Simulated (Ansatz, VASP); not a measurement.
## SnTe2H4N2 in VASP and in Ansatz

```
Sn Te N H
1.0
     0.00000    3.70768    0.00000
     6.10186   -1.85384    0.00000
     1.55802    0.00000   -5.53802
Sn Te N H
1 2 2 4
Direct
  0.00000 0.00000 0.00000
  0.88120 0.76240 0.75370
  0.11880 0.23760 0.24630
  0.60670 0.21340 0.77060
  0.39330 0.78660 0.22940
  0.61000 0.22000 0.56600
  0.39000 0.78000 0.43400
  0.70100 0.40200 0.77620
  0.29900 0.59800 0.22380
```

The cell was built by a generator and needn't be a form met in nature.

Alike in both runs: task single point; functional PBE; k mesh 5 × 5 × 3; occupations gaussian, width 0.0706 eV; no spin polarisation.

|  | VASP | Ansatz |
| --- | --- | --- |
| version | VASP 6.6.1 | Ansatz 0.2.0 |
| potentials or method | VASP PAW PBE potentials, release 64 (Sn_d, Te, N, H) | PAW plane waves |
| plane-wave cutoff (eV) | 520 | 420 |
| valence electrons in the cell | 40 | 60 |

|  | VASP | Ansatz | Ansatz less VASP |
| --- | --- | --- | --- |
| gap on the k mesh at the Fermi level (eV) | none | none | - |
| pressure (GPa) | 13.0 | 13.1 | +0.08 |
| largest component of the traceless stress (GPa) | 25.67 | 25.77 | +0.093 |
| rms of the force components (eV/Å) | 2.712 | 2.724 | +0.0125 |

Atom by atom the forces differ by 0.015 eV/Å (rms over components). A gap of «none» marks a metal or a gap that the smearing closes. With one functional, cell and mesh, what is left measures potentials, basis and numerics. The two sets of potentials don't hold the same shells in valence.

Caveats: the k mesh is coarse (spacing up to 0.38 Å⁻¹), so the values aren't converged; forces of over 1 eV/Å show positions far from the minimum, so gaps and moduli don't describe the material at rest. Spin-orbit coupling is left out, which matters for the levels of Te.
